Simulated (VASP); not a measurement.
These are PW91 GGA, VASP's PBE PAW potentials (set 64) (plane waves; VASP 6.6.1) values and carry that method's errors.

A VASP calculation is set up with these files.

### INCAR
```
SYSTEM = NaF
PREC = Accurate; ENCUT = 520; LREAL = F
LASPH = T
EDIFF = 1E-7; NELM = 100; ALGO = Normal
ISMEAR = 0; SIGMA = 0.05
GGA = 91
ISIF = 2
LWAVE = F; LCHARG = F
```

File KPOINTS:
```
K-points
0
Gamma
  10 10 10
0 0 0
```

File POSCAR:
```
NaF
1
    0.0000000000     2.2972371469     2.2972371469
    2.2972371469     0.0000000000     2.2972371469
    2.2972371469     2.2972371469     0.0000000000
Na F
1 1
Direct
  0.0000000000   0.0000000000   0.0000000000
  0.5000000000   0.5000000000   0.5000000000
```

POTCAR, in this order: Na_pv F (PBE.64 set). Program: vasp_std.

Task: What does the run give for the energy per atom (σ→0), pressure, band gap (on the k-mesh)?

Result: 
```
Quantity                          Result
------------------------  --------------
energy per atom (σ→0)     -4.316 eV/atom
band gap (on the k-mesh)         6.49 eV
pressure                        3.34 GPa
```

### OSZICAR
```
...
DAV:   6    -0.864182171066E+01    0.91230E+00   -0.38880E+00  1251   0.193E+01    0.181E+00
DAV:   7    -0.863094072565E+01    0.10881E-01   -0.29843E-02  1043   0.259E+00    0.104E+00
DAV:   8    -0.863203954653E+01   -0.10988E-02   -0.26440E-02  1037   0.411E+00    0.120E-01
DAV:   9    -0.863282027791E+01   -0.78073E-03   -0.40514E-03  1184   0.732E-01    0.862E-02
DAV:  10    -0.863272719994E+01    0.93078E-04   -0.61225E-04  1094   0.390E-01    0.134E-02
DAV:  11    -0.863272631095E+01    0.88898E-06   -0.17118E-05  1118   0.572E-02    0.197E-03
DAV:  12    -0.863272640614E+01   -0.95193E-07   -0.81700E-07  1082   0.118E-02
   1 F= -.86327264E+01 E0= -.86327264E+01  d E =-.274115E-11
```

The compound is NaF in the rock salt structure. This cell is one point of a volume scan, at 0.94 of the reference volume.
